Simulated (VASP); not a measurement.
Runs of VASP 6.6.1 on TePb. Symmetry: Fm-3m, No. 225, cubic system. Conventional cell: a = 6.382 Å, b = 6.382 Å, c = 6.382 Å, α = 90.00°, β = 90.00°, γ = 90.00°. Te (site symmetry m-3m) is surrounded by 6 Pb at 3.19 Å. Pb (site symmetry m-3m) has 6 Te at 3.19 Å as nearest neighbours. 

```tsv
task	cell	k mesh	cutoff (eV)	gap on the mesh (eV)	pressure (GPa)	relaxed volume (Å³/atom)
relaxation of cell and atoms	relaxed	10 × 10 × 10	600	0.56	0.0	(a)
single point	Fm-3m, 32.44 Å³/atom	10 × 10 × 10	520	0.55	0.1	-
single point	Fm-3m, 32.5 Å³/atom	8 × 8 × 8	520	0.56	0.0	-
relaxation of cell and atoms	relaxed	8 × 8 × 8	600	0.56	0.0	32.55
```

Alike in all rows: level LDA; potentials or basis VASP PAW LDA potentials, release 64 (Te, Pb_d); no spin polarisation; smearing gaussian 0.02 eV.

**Question.** Fill in the values left out.

**Answer.** (a) 32.54.

Caveats: spin-orbit coupling is left out, which as a rule narrows the gap of such compounds by several tenths of an eV.

A k mesh can miss the band edges, and the runs leave out spin-orbit coupling on Pb, Te.
